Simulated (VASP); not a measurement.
A run of VASP 6.6.1:

The input INCAR:

```
PREC = Accurate
ENCUT = 520
EDIFF = 1E-6
ISMEAR = 0
SIGMA = 0.1
LREAL = F
LASPH = T
NELM = 100
ALGO = Fast
ISIF = 2
LWAVE = F
LCHARG = F
GGA = PE
NBANDS = 22
```

The input KPOINTS:

```
regular mesh
0
Gamma
  12 12 16
```

Contents of POSCAR:

```
La2Ir
1.0
    5.2997883107      0.0000000000      0.0000000000
   -2.6498941553      4.5897513118      0.0000000000
    0.0000000000      0.0000000000      3.0640302526
La Ir
2 1
Direct
    0.6666666667      0.3333333333      0.0000000000
    0.3333333333      0.6666666667      0.0000000000
    0.0000000000      0.0000000000      0.0000000000
```

Potentials or basis: VASP PAW PBE potentials, release 64 (La, Ir).

Launch:

```console
$ cat potpaw_PBE.64/La/POTCAR potpaw_PBE.64/Ir/POTCAR > POTCAR
$ mpirun -np 1 vasp_std > vasp.out
```

Hardware: 1 thread of Intel(R) Xeon(R) Platinum 8488C (Sapphire Rapids) (shared host).

Task: How long does it take, and how much memory?

Result: Wall time 19 min on 1 thread of Intel(R) Xeon(R) Platinum 8488C (Sapphire Rapids) (shared host), peak memory 0.46 GiB. Counts: scf iterations 60, k points 171.
